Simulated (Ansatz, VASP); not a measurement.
# Sn7Ru3 (Sn7Ru3 (Im-3m)): VASP beside Ansatz

Aim: how closely do two programs agree when they are given the same cell, functional and k mesh? The cell is taken from a series of runs on this material, whose earlier steps may have relaxed, scaled, displaced or heated it; both programs get it as it stands.

Method: plane waves, with VASP 6.6.1 beside it; relaxation of cell and atoms at r2SCAN, in Ansatz 0.2.0.

### 1. The structure

It takes space group Im-3m (No. 229, cubic). The conventional cell has a = 9.406 Å, b = 9.406 Å, c = 9.406 Å, α = 90.00°, β = 90.00°, γ = 90.00°. Nearest to Sn lie 4 Ru at 2.77 Å. Nearest to Sn lie 3 Ru at 2.75 Å and 4 Sn at 2.91 to 3.02 Å. Nearest to Ru lie 8 Sn at 2.75 to 2.77 Å and 1 Ru at 2.92 Å. Farther neighbours are not listed.

### 2. Ansatz: relaxation of cell and atoms, r2SCAN

Ansatz runs on its PAW soft_1 files.

The relaxed volume is the usual yardstick between codes: in a stiff, nearly cubic crystal its relative difference is about their pressure difference at one cell divided by the bulk modulus.

Input file input.yaml:

```yaml
crystal:
  lattice:
    - [-4.702892, 4.702892, 4.702892]
    - [4.702892, -4.702892, 4.702892]
    - [4.702892, 4.702892, -4.702892]
  atoms:
    - { symbol: Sn, position: [0.75, 0.5, 0.25] }
    - { symbol: Sn, position: [0.25, 0.5, 0.75] }
    - { symbol: Sn, position: [0.75, 0.25, 0.5] }
    - { symbol: Sn, position: [0.25, 0.75, 0.5] }
    - { symbol: Sn, position: [0.5, 0.25, 0.75] }
    - { symbol: Sn, position: [0.5, 0.75, 0.25] }
    - { symbol: Sn, position: [0.32121011, 0.32121011, 0.32121011] }
    - { symbol: Sn, position: [0.0, 0.0, 0.32121011] }
    - { symbol: Sn, position: [0.32121011, 0.0, 0.0] }
    - { symbol: Sn, position: [0.0, 0.32121011, 0.0] }
    - { symbol: Sn, position: [0.67878989, 0.0, 0.0] }
    - { symbol: Sn, position: [0.0, 0.67878989, 0.0] }
    - { symbol: Sn, position: [0.0, 0.0, 0.67878989] }
    - { symbol: Sn, position: [0.67878989, 0.67878989, 0.67878989] }
    - { symbol: Ru, position: [0.34488024, 0.34488024, 0.0] }
    - { symbol: Ru, position: [0.0, 0.34488024, 0.34488024] }
    - { symbol: Ru, position: [0.0, 0.65511976, 0.65511976] }
    - { symbol: Ru, position: [0.65511976, 0.0, 0.65511976] }
    - { symbol: Ru, position: [0.34488024, 0.0, 0.34488024] }
    - { symbol: Ru, position: [0.65511976, 0.65511976, 0.0] }
basis:
  ecutwfc: 500
  xc_grid: 2
hamiltonian:
  xc: r2scan
  pseudopotentials: { kind: paw, azcp: { folder: soft_1 } }
kpoints:
  mp_grid: { grid: [6, 6, 6] }
scf:
  occupations: { method: fermi_dirac, width: 0.05 }
  max_iter: 150
output:
  forces: true
  stress: true
relax:
  f_tol: 0.01
  max_steps: 60
  cell: {}
checkpoint:
  write: "../r2scan.run"
  compress: false
  write_wavefunctions: false
  write_every: 100000
```

Run with:

```console
$ ansatz run input.yaml --threads 4 --pin off --max-ram 6594MiB --backend cpu --events-out ev --progress --plain --runs-dir out
```

Numbers of over 12 decimals in the logs are rounded to 6 here.

What it wrote:

```text
Engine: ansatz 0.2.0, aarch64-unknown-linux-gnu
Pseudopotentials: kind: paw
Pseudopotential: Sn, paw, valence charge 14, recommended cutoff 500 eV (meta_gga), soft_1/Sn.paw.azcp
Pseudopotential: Ru, paw, valence charge 16, recommended cutoff 500 eV (meta_gga), soft_1/Ru.paw.azcp
Functional definition: r2SCAN
  parameter k0 = 0.174
  parameter k1 = 0.065
  parameter a1 = 4.9479
  exchange = r2scan_x(k0 = k0, k1 = k1, a1 = a1)
  correlation = r2scan_c
Crystal: 20 atoms, lattice volume = 416.059 Å³
Basis set: ecut = 500 eV, 10641 PW (Γ), exchange–correlation on 120×120×120 points (8 copies of the dense FFT grid, shifted against one another)
Bands: 176, of which v1, the nominal top of the filled ones, is band 146 counted from 1 (145 counted from 0)
Symmetry: 48 space group operations
Space group: Im-3m (ITA 229), of the structure as read, at distance tolerance 7.5e-5 Å
k-points: 16 of 216
Non-local potential: Sn, projectors of the file, l = 0: 2, l = 1: 2, l = 2: 2, l = 3: 1
Non-local potential: Ru, projectors of the file, l = 0: 3, l = 1: 2, l = 2: 2, l = 3: 1
PAW form: soft (Blöchl's): semilocal exchange-correlation on the pseudo side does not see the compensation charge
PAW frozen core: Sn, regenerated for the run's functional (the file was generated under x = pbe(κ = 0.804, μ = 0.219515), c = pbe(β = 0.066725))
PAW frozen core: Ru, regenerated for the run's functional (the file was generated under x = pbe(κ = 0.804, μ = 0.219515), c = pbe(β = 0.066725))
PAW one-centre angular grid: Sn, 590 points (default); XC on 160 Gauss nodes
PAW one-centre angular grid: Ru, 590 points (default); XC on 160 Gauss nodes
Initial density: superposition of atomic densities (chi_scale 0.1, normalization cell, long waves kept (reshape's long-wave potential 0.01 eV rms))
Initial wavefunctions: pseudopotential atomic-orbital guess
Functional: x = r2scan, c = r2scan; τ floored in thin density (d = 2e-4 eV/Å³)
SCF iter   1: F=—  HF=-119891.658556 eV  |F-HF|=—  |Δ(HF+E_count)|=         —  Δρ=6.00e-2  dr2=1.70e1  dr2_τ=4.89e-1  ethr=3.10e-3  ⟨swp⟩=5.1  Hψ=9736  notcnv=0  defer=178
preconditioner: auto → Kerker (q_TF=auto, 2.572 Å⁻¹)  [metal: Δε(μ)=0.018 eV  Ē_g=17.626 eV  σ=0.050 eV  W_gap=0.09  n_scr=134 (ndim 8)  ℏωp=28.4 eV  f_vac=0.000  D(μ)=10.64/eV (n_scr^D=78)]
SCF iter   2: F=—  HF=-119889.846735 eV  |F-HF|=—  |Δ(HF+E_count)|=    1.81e0  Δρ=2.28e-2  dr2=4.75e0  dr2_τ=8.52e-1  ethr=3.10e-3  ⟨swp⟩=2.0  Hψ=5642  notcnv=0  defer=326
SCF iter   3: F=—  HF=-119889.636699 eV  |F-HF|=—  |Δ(HF+E_count)|=   2.10e-1  Δρ=1.57e-2  dr2=1.52e0  dr2_τ=2.10e-2  ethr=1.63e-3  ⟨swp⟩=2.0  Hψ=3103  notcnv=0  defer=326
SCF iter   4: F=—  HF=-119889.678807 eV  |F-HF|=—  |Δ(HF+E_count)|=   4.21e-2  Δρ=2.61e-3  dr2=3.29e-2  dr2_τ=1.18e-3  ethr=5.21e-4  ⟨swp⟩=2.3  Hψ=3956  notcnv=0  defer=327
SCF iter   5: F=—  HF=-119889.700037 eV  |F-HF|=—  |Δ(HF+E_count)|=   2.12e-2  Δρ=1.13e-3  dr2=7.13e-3  dr2_τ=3.27e-4  ethr=1.13e-5  ⟨swp⟩=2.0  Hψ=4852  notcnv=0  defer=327
SCF iter   6: F=—  HF=-119889.703278 eV  |F-HF|=—  |Δ(HF+E_count)|=   3.24e-3  Δρ=4.83e-4  dr2=1.70e-3  dr2_τ=7.72e-5  ethr=2.44e-6  ⟨swp⟩=3.0  Hψ=5078  notcnv=0  defer=327
SCF iter   7: F=—  HF=-119889.703325 eV  |F-HF|=—  |Δ(HF+E_count)|=   4.69e-5  Δρ=1.02e-4  dr2=8.03e-5  dr2_τ=1.34e-6  ethr=5.82e-7  ⟨swp⟩=2.0  Hψ=3306  notcnv=0  defer=327
SCF iter   8: F=—  HF=-119889.702712 eV  |F-HF|=—  |Δ(HF+E_count)|=   6.14e-4  Δρ=2.39e-5  dr2=5.42e-6  dr2_τ=1.33e-7  ethr=2.75e-8  ⟨swp⟩=2.0  Hψ=4465  notcnv=0  defer=327
SCF iter   9: F=—  HF=-119889.702712 eV  |F-HF|=—  |Δ(HF+E_count)|=   4.27e-7  Δρ=8.11e-6  dr2=1.03e-6  dr2_τ=7.70e-9  ethr=1.86e-9  ⟨swp⟩=2.0  Hψ=3397  notcnv=0  defer=327
SCF iter  10: F=—  HF=-119889.702712 eV  |F-HF|=—  |Δ(HF+E_count)|=   7.47e-9  Δρ=3.57e-6  dr2=1.26e-7  dr2_τ=1.78e-9  ethr=3.51e-10  ⟨swp⟩=2.5  Hψ=4456  notcnv=0  defer=327
SCF iter  11: F=-119889.702712 eV  HF=-119889.702712 eV  |F-HF|=7.10e-9  |Δ(HF+E_count)|=   1.01e-8  Δρ=2.01e-6  dr2=2.84e-8  dr2_τ=8.60e-10  ethr=3.42e-11  ⟨swp⟩=4.4  Hψ=8295  notcnv=0
SCF 1 converged in 11 iterations: F = -119889.702712 eV  dr2 = 2.84e-8
  greatest PAW one-centre occupation: 0.999 electrons in one spin orbital (limit 2), on the Ru atom at site 19 (counted from 0), in its partial waves of l = 0
relax step   1: F+E_penalty+E_count = -119889.70271209 eV  Δ(F+E_penalty+E_count) = +0.000e0 eV  max|allowed force component| = 1.382e-2 eV/Å  Δτ_max = 0.0000 Å  P = -0.300 GPa  Ω = 416.059 Å³  (11 SCF iters, dr2 threshold 1.00e-7 eV, accepted)
[...]
relax step   2: F+E_penalty+E_count = -119889.69430763 eV  Δ(F+E_penalty+E_count) = +8.404e-3 eV  max|allowed force component| = 7.488e-2 eV/Å  Δτ_max = 0.0111 Å  P = +0.671 GPa  Ω = 412.397 Å³  energy of the carried Pulay correction = +4.255e-4 eV  (7 SCF iters, dr2 threshold 2.25e-7 eV, rejected (line search))
[...]
relax step   3: F+E_penalty+E_count = -119889.70409612 eV  Δ(F+E_penalty+E_count) = -1.384e-3 eV  max|allowed force component| = 2.437e-3 eV/Å  Δτ_max = 0.0021 Å  P = -0.008 GPa  Ω = 414.982 Å³  energy of the carried Pulay correction = +1.247e-4 eV  (10 SCF iters, accepted)
[...]
relax step   4: F+E_penalty+E_count = -119889.70396081 eV  Δ(F+E_penalty+E_count) = +1.353e-4 eV  max|allowed force component| = 2.437e-3 eV/Å  Δτ_max = 0.0000 Å  P = -0.008 GPa  Ω = 414.982 Å³  stress off target by 8.29e-3 GPa  SCF on the basis re-selected at this cell (its energy is not comparable with the rows above)  (4 SCF iters)
basis re-selected at this cell: Δ(F+E_penalty+E_count) = +1.353e-4 eV, ΔP = -0.000 GPa vs the last step (what re-selecting the basis moved, of the pressure what is left beyond the Pulay correction that the steps carried, after the strain that the cell walked since its last selection, with what the two solves' SCF thresholds leave and, on support functions, any second-order correction that the steps lacked; it is no m [...]
SCF converged after 4 iterations
Free energy (F): -119889.703961 eV
Harris-Foulkes:  -119889.703961 eV  (|F-HF|=0.00e0)
Internal energy: -119889.634736 eV  (E = F + TS)
E sigma→0 (E₀):  -119889.669349 eV
Entropy (-TS):   -0.069224 eV (-3.461 meV/atom)
Fermi energy:    14.342443 eV
--- Per-component energies (eV) ---
  E_band       = -1690.389295
  E_kinetic    = 5129.471091
  E_local      = -23318.356136  (includes V_loc(G=0)·N_el)
  E_nonlocal   = 4524.146764
  E_hartree    = 10450.643088
  E_xc         = -2597.053661
  E_vxc        = -2634.755676  (∫ρ·V_xc dr)
  E_paw        = -82669.251550  (= ΣΔE_a)
  E_vpaw       = -6475.051224  (= ΣTr[D̂ρ^β])
  E_aug_tail   = 0.005055  (compensation charges beyond the density's cutoff)
  E_vtau       = 182.865476  (kinetic-family band-sum trace: ∫τ·v_τ [+ j·A + Jᵃ·Aᵃ] dr)
  E_ewald      = -31417.668172
  E_core_change = 8.428783  (= ΣΔE_core)
  E_smearing   = -0.069224  (= −TS)
  E_closure    = -0.000000  (closes the sum)
  Σ components = -119889.703961   (vs F -119889.703961, Δ=0.00e0)
--- Forces (eV/Å), atoms counted from 1 ---
  atom   1  Sn    -0.00000000    -0.00000000    -0.00000000
  atom   2  Sn     0.00000000     0.00000000     0.00000000
  atom   3  Sn     0.00000000     0.00000000     0.00000000
  atom   4  Sn    -0.00000000    -0.00000000    -0.00000000
  atom   5  Sn     0.00000000    -0.00000000     0.00000000
  atom   6  Sn     0.00000000     0.00000000    -0.00000000
  atom   7  Sn    -0.00029474    -0.00029474    -0.00029474
  atom   8  Sn    -0.00029474    -0.00029474     0.00029474
  atom   9  Sn     0.00029474    -0.00029474    -0.00029474
  atom  10  Sn    -0.00029474     0.00029474    -0.00029474
  atom  11  Sn    -0.00029474     0.00029474     0.00029474
  atom  12  Sn     0.00029474    -0.00029474     0.00029474
  atom  13  Sn     0.00029474     0.00029474    -0.00029474
  atom  14  Sn     0.00029474     0.00029474     0.00029474
  atom  15  Ru    -0.00000000    -0.00000000    -0.00243719
  atom  16  Ru    -0.00243719    -0.00000000    -0.00000000
  atom  17  Ru     0.00243719    -0.00000000    -0.00000000
  atom  18  Ru    -0.00000000     0.00243719    -0.00000000
  atom  19  Ru     0.00000000    -0.00243719     0.00000000
  atom  20  Ru     0.00000000    -0.00000000     0.00243719
  max |Σ_I F_I| component: 9.25e-18 eV/Å
--- Stress (GPa, compression-positive) ---
       -0.008293       0.000000      -0.000000
        0.000000      -0.008293       0.000000
        0.000000      -0.000000      -0.008293
  P = ⅓ Tr σ = -0.0083 GPa (-0.083 kbar)
--- Relaxed structure (3 steps of the walk, 2 accepted, 1 SCFs on fresh bases) ---
  F+E_penalty+E_count = -119889.70396081 eV   max|allowed force component| = 2.437e-3 eV/Å   (the final SCF, on the basis selected at the relaxed cell)
  cell:  # Å, volume = 414.9823 Å³
    - [-4.698831, 4.698831, 4.698831]
    - [4.698831, -4.698831, 4.698831]
    - [4.698831, 4.698831, -4.698831]
  atoms:
    - { symbol: Sn, position: [0.75, 0.5, 0.25] }
    - { symbol: Sn, position: [0.25, 0.5, 0.75] }
    - { symbol: Sn, position: [0.75, 0.25, 0.5] }
    - { symbol: Sn, position: [0.25, 0.75, 0.5] }
    - { symbol: Sn, position: [0.5, 0.25, 0.75] }
    - { symbol: Sn, position: [0.5, 0.75, 0.25] }
    - { symbol: Sn, position: [0.321464, 0.321464, 0.321464] }
    - { symbol: Sn, position: [0.0, 0.0, 0.321464] }
    - { symbol: Sn, position: [0.321464, 0.0, 0.0] }
    - { symbol: Sn, position: [0.0, 0.321464, 0.0] }
    - { symbol: Sn, position: [0.678536, 0.0, 0.0] }
    - { symbol: Sn, position: [0.0, 0.678536, 0.0] }
    - { symbol: Sn, position: [0.0, 0.0, 0.678536] }
    - { symbol: Sn, position: [0.678536, 0.678536, 0.678536] }
    - { symbol: Ru, position: [0.344812, 0.344812, 0] }
    - { symbol: Ru, position: [0, 0.344812, 0.344812] }
    - { symbol: Ru, position: [0, 0.655188, 0.655188] }
    - { symbol: Ru, position: [0.655188, 0, 0.655188] }
    - { symbol: Ru, position: [0.344812, 0, 0.344812] }
    - { symbol: Ru, position: [0.655188, 0.655188, 0] }
```

(Part 1 of 2 ends here.)

[Lines on the potential files, build, host, timing and source positions are cut from VASP's logs without a mark.]

[Logs are printed without paths, hosts, clocks, repeated set-up lines and the standing remarks that a program may print on its own settings, such as how far it seeks lower states.]

[Hosts, paths, dates, database ids (printed as entryN), source tags and the programs' standing remarks are cut or masked in the printed files.]
